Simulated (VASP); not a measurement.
Input of a VASP 6.6.1 run:

File INCAR:

```
PREC = Accurate ; ENCUT = 520
EDIFF = 1E-7 ; ISMEAR = 0
SIGMA = 0.03 ; LREAL = F
LASPH = T ; NELM = 80
ALGO = Normal ; ISIF = 2
LWAVE = F ; LCHARG = F
METAGGA = R2SCAN ; LMIXTAU = T
NBANDS = 11
```

Contents of KPOINTS:

```
Automatic mesh
0
Gamma
  12 12 12
```

File POSCAR:

```
MgO                                     
1.0
    0.0000000000      2.1224813280      2.1224813280
    2.1224813280      0.0000000000      2.1224813280
    2.1224813280      2.1224813280      0.0000000000
  Mg              O             
     1     1
Direct
     0.0000000000000000    0.0000000000000000    0.0000000000000000
     0.5000000000000000    0.5000000000000000    0.5000000000000000
```

The input KPOINTS_OPT:

```
explicit points
109
Reciprocal
 0.0000000000  0.0000000000  0.0000000000 1
 0.0555555556  0.0000000000  0.0555555556 1
 0.1111111111  0.0000000000  0.1111111111 1
 0.1666666667  0.0000000000  0.1666666667 1
 0.2222222222  0.0000000000  0.2222222222 1
 0.2777777778  0.0000000000  0.2777777778 1
 0.3333333333  0.0000000000  0.3333333333 1
 0.3888888889  0.0000000000  0.3888888889 1
 0.4444444444  0.0000000000  0.4444444444 1
 0.5000000000  0.0000000000  0.5000000000 1
 0.5000000000  0.0000000000  0.5000000000 1
 0.5000000000  0.0277777778  0.5277777778 1
 0.5000000000  0.0555555556  0.5555555556 1
 0.5000000000  0.0833333333  0.5833333333 1
 0.5000000000  0.1111111111  0.6111111111 1
 0.5000000000  0.1388888889  0.6388888889 1
 0.5000000000  0.1666666667  0.6666666667 1
 0.5000000000  0.1944444444  0.6944444444 1
 0.5000000000  0.2222222222  0.7222222222 1
 0.5000000000  0.2500000000  0.7500000000 1
 0.5000000000  0.2500000000  0.7500000000 1
 0.4861111111  0.2638888889  0.7500000000 1
 0.4722222222  0.2777777778  0.7500000000 1
 0.4583333333  0.2916666667  0.7500000000 1
 0.4444444444  0.3055555556  0.7500000000 1
 0.4305555556  0.3194444444  0.7500000000 1
 0.4166666667  0.3333333333  0.7500000000 1
 0.4027777778  0.3472222222  0.7500000000 1
 0.3888888889  0.3611111111  0.7500000000 1
 0.3750000000  0.3750000000  0.7500000000 1
 0.3750000000  0.3750000000  0.7500000000 1
 0.3333333333  0.3333333333  0.6666666667 1
 0.2916666667  0.2916666667  0.5833333333 1
 0.2500000000  0.2500000000  0.5000000000 1
 0.2083333333  0.2083333333  0.4166666667 1
 0.1666666667  0.1666666667  0.3333333333 1
 0.1250000000  0.1250000000  0.2500000000 1
 0.0833333333  0.0833333333  0.1666666667 1
 0.0416666667  0.0416666667  0.0833333333 1
 0.0000000000  0.0000000000  0.0000000000 1
 0.0000000000  0.0000000000  0.0000000000 1
 0.0555555556  0.0555555556  0.0555555556 1
 0.1111111111  0.1111111111  0.1111111111 1
 0.1666666667  0.1666666667  0.1666666667 1
 0.2222222222  0.2222222222  0.2222222222 1
 0.2777777778  0.2777777778  0.2777777778 1
 0.3333333333  0.3333333333  0.3333333333 1
 0.3888888889  0.3888888889  0.3888888889 1
 0.4444444444  0.4444444444  0.4444444444 1
 0.5000000000  0.5000000000  0.5000000000 1
 0.5000000000  0.5000000000  0.5000000000 1
 0.5138888889  0.4722222222  0.5138888889 1
 0.5277777778  0.4444444444  0.5277777778 1
 0.5416666667  0.4166666667  0.5416666667 1
 0.5555555556  0.3888888889  0.5555555556 1
 0.5694444444  0.3611111111  0.5694444444 1
 0.5833333333  0.3333333333  0.5833333333 1
 0.5972222222  0.3055555556  0.5972222222 1
 0.6111111111  0.2777777778  0.6111111111 1
 0.6250000000  0.2500000000  0.6250000000 1
 0.6250000000  0.2500000000  0.6250000000 1
 0.6111111111  0.2500000000  0.6388888889 1
 0.5972222222  0.2500000000  0.6527777778 1
 0.5833333333  0.2500000000  0.6666666667 1
 0.5694444444  0.2500000000  0.6805555556 1
 0.5555555556  0.2500000000  0.6944444444 1
 0.5416666667  0.2500000000  0.7083333333 1
 0.5277777778  0.2500000000  0.7222222222 1
 0.5138888889  0.2500000000  0.7361111111 1
 0.5000000000  0.2500000000  0.7500000000 1
 0.5000000000  0.2500000000  0.7500000000 1
 0.5000000000  0.2777777778  0.7222222222 1
 0.5000000000  0.3055555556  0.6944444444 1
 0.5000000000  0.3333333333  0.6666666667 1
 0.5000000000  0.3611111111  0.6388888889 1
 0.5000000000  0.3888888889  0.6111111111 1
 0.5000000000  0.4166666667  0.5833333333 1
 0.5000000000  0.4444444444  0.5555555556 1
 0.5000000000  0.4722222222  0.5277777778 1
 0.5000000000  0.5000000000  0.5000000000 1
 0.5000000000  0.5000000000  0.5000000000 1
 0.4861111111  0.4861111111  0.5277777778 1
 0.4722222222  0.4722222222  0.5555555556 1
 0.4583333333  0.4583333333  0.5833333333 1
 0.4444444444  0.4444444444  0.6111111111 1
 0.4305555556  0.4305555556  0.6388888889 1
 0.4166666667  0.4166666667  0.6666666667 1
 0.4027777778  0.4027777778  0.6944444444 1
 0.3888888889  0.3888888889  0.7222222222 1
 0.3750000000  0.3750000000  0.7500000000 1
 0.6250000000  0.2500000000  0.6250000000 1
 0.6111111111  0.2222222222  0.6111111111 1
 0.5972222222  0.1944444444  0.5972222222 1
 0.5833333333  0.1666666667  0.5833333333 1
 0.5694444444  0.1388888889  0.5694444444 1
 0.5555555556  0.1111111111  0.5555555556 1
 0.5416666667  0.0833333333  0.5416666667 1
 0.5277777778  0.0555555556  0.5277777778 1
 0.5138888889  0.0277777778  0.5138888889 1
 0.5000000000  0.0000000000  0.5000000000 1
 0.0000000000  0.0000000000  0.0000000000 1
 0.3750000000  0.3750000000  0.7500000000 1
 0.5000000000  0.5000000000  0.5000000000 1
 0.6250000000  0.2500000000  0.6250000000 1
 0.5000000000  0.2500000000  0.7500000000 1
 0.5000000000  0.0000000000  0.5000000000 1
 0.4000000000  0.0000000000  0.4000000000 1
 0.4250000000  0.0000000000  0.4250000000 1
 0.4500000000  0.0000000000  0.4500000000 1
```

Potentials or basis: VASP PAW PBE potentials, release 64 (Mg, O).

Command:

```sh
$ cat potpaw_PBE.64/Mg/POTCAR potpaw_PBE.64/O/POTCAR > POTCAR
$ mpirun -np 1 vasp_std > vasp.out
```

Question: Predict the band gap on the k mesh.

Answer: 5.37 eV, direct.

Question: Predict the band gap along the path.

Answer: 5.37 eV, direct.

Question: Estimate the pressure.

Answer: -5.7 GPa.

Levels at the corners of the path, in eV from the valence-band top:
| point | band 2 | band 3 | band 4 | band 5 | band 6 | band 7 |
| --- | --- | --- | --- | --- | --- | --- |
| Γ | 0.00 | 0.00 | 0.00 | 5.37 | 16.70 | 16.70 |
| X | -4.01 | -1.34 | -1.34 | 10.00 | 10.80 | 14.03 |
| X | -4.01 | -1.34 | -1.34 | 10.00 | 10.80 | 14.03 |
| W | -2.89 | -2.89 | -1.73 | 12.53 | 12.53 | 13.06 |
| W | -2.89 | -2.89 | -1.73 | 12.53 | 12.53 | 13.06 |
| K | -3.42 | -2.65 | -1.14 | 10.93 | 12.65 | 13.44 |
| K | -3.42 | -2.65 | -1.14 | 10.93 | 12.65 | 13.44 |
| Γ | 0.00 | 0.00 | 0.00 | 5.37 | 16.70 | 16.70 |
| Γ | 0.00 | 0.00 | 0.00 | 5.37 | 16.70 | 16.70 |
| L | -4.51 | -0.65 | -0.65 | 8.64 | 13.53 | 17.17 |
| L | -4.51 | -0.65 | -0.65 | 8.64 | 13.53 | 17.17 |
| U | -3.42 | -2.65 | -1.14 | 10.93 | 12.65 | 13.44 |
| U | -3.42 | -2.65 | -1.14 | 10.93 | 12.65 | 13.44 |
| W | -2.89 | -2.89 | -1.73 | 12.53 | 12.53 | 13.06 |
| W | -2.89 | -2.89 | -1.73 | 12.53 | 12.53 | 13.06 |
| L | -4.51 | -0.65 | -0.65 | 8.64 | 13.53 | 17.17 |
| L | -4.51 | -0.65 | -0.65 | 8.64 | 13.53 | 17.17 |
| K | -3.42 | -2.65 | -1.14 | 10.93 | 12.65 | 13.44 |
| U | -3.42 | -2.65 | -1.14 | 10.93 | 12.65 | 13.44 |
| X | -4.01 | -1.34 | -1.34 | 10.00 | 10.80 | 14.03 |

Caveat: the PAW data sets were made with another functional, which shifts forces and pressure a little.

**Measured values to compare with.**

“Electronic structure of alkaline earth and post-transition metal oxides”, 2009, arxiv:0908.1581 quotes, for a bulk crystal of MgO: band gap 7.83 eV.

A measured gap of MgO is 7.83 eV (quoted in “Electronic structure of alkaline earth and post-transition metal oxides”, 2009, arxiv:0908.1581); the calculated 5.37 eV misses it by -2.46 eV. The value is that of r2SCAN, without temperature or zero-point motion.
